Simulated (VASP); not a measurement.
An input for Quantum ESPRESSO's pw.x (written as the equivalent of a VASP run, and not itself run):

```
&CONTROL
  calculation = 'scf'
  pseudo_dir = './pseudo'
  outdir = './out'
  tprnfor = .true.
  tstress = .true.
/
&SYSTEM
  ibrav = 0
  nat = 4
  ntyp = 2
  ecutwfc = 82
  occupations = 'smearing'
  smearing = 'gaussian'
  degauss = 0.003675
  input_dft = 'pbe'
/
&ELECTRONS
  conv_thr = 7.3e-08
  electron_maxstep = 100
/
ATOMIC_SPECIES
  Si 28.085 Si.upf
  C 12.011 C.upf
CELL_PARAMETERS angstrom
     1.5400000   -2.6673580    0.0000000
     1.5400000    2.6673580    0.0000000
     0.0000000    0.0000000    5.0500000
ATOMIC_POSITIONS crystal
  Si   0.6666670  0.3333330  0.5000000
  Si   0.3333330  0.6666670  0.0000000
  C    0.6666670  0.3333330  0.8750000
  C    0.3333330  0.6666670  0.3750000
K_POINTS automatic
  8 8 4 1 1 1
```

Write the VASP files for the same calculation (PBE).

This is not unique; one that fits is 
### KPOINTS
```
Automatic mesh
0
Monkhorst Pack
  8 8 4
0 0 0
```

**INCAR**
```
ALGO=Normal
EDIFF=1E-6
ENCUT=520
GGA=PE
ISIF=2
ISMEAR=0
LASPH=T
LCHARG=F
LREAL=F
LWAVE=F
NELM=100
PREC=Accurate
SIGMA=0.05
SYSTEM=SiC
```

POSCAR:
```
SiC
1
    1.5400000000    -2.6673580000     0.0000000000
    1.5400000000     2.6673580000     0.0000000000
    0.0000000000     0.0000000000     5.0500000000
Si C
2 2
Direct
  0.6666670000   0.3333330000   0.5000000000
  0.3333330000   0.6666670000   0.0000000000
  0.6666670000   0.3333330000   0.8750000000
  0.3333330000   0.6666670000   0.3750000000
```

POTCAR, in this order: Si C (PBE.64 set). Program: vasp_std.

The two are equivalent in intent, not identical: the potentials are each code's own (VASP's PAW set, PseudoDojo norm-conserving files in pw.x), so ENCUT and ecutwfc are chosen apart and not converted; conv_thr bounds pw.x's estimated SCF error, while EDIFF bounds the energy change between steps; an even Monkhorst-Pack mesh in KPOINTS is the half-step-shifted mesh of pw.x.

The compound is SiC in the wurtzite structure, the rare 2H polytype. The cell was not relaxed at this level. The run is one of a series of settings (KPOINTS 8×8×4 Monkhorst-Pack mesh against the base run), some of them coarse on purpose.
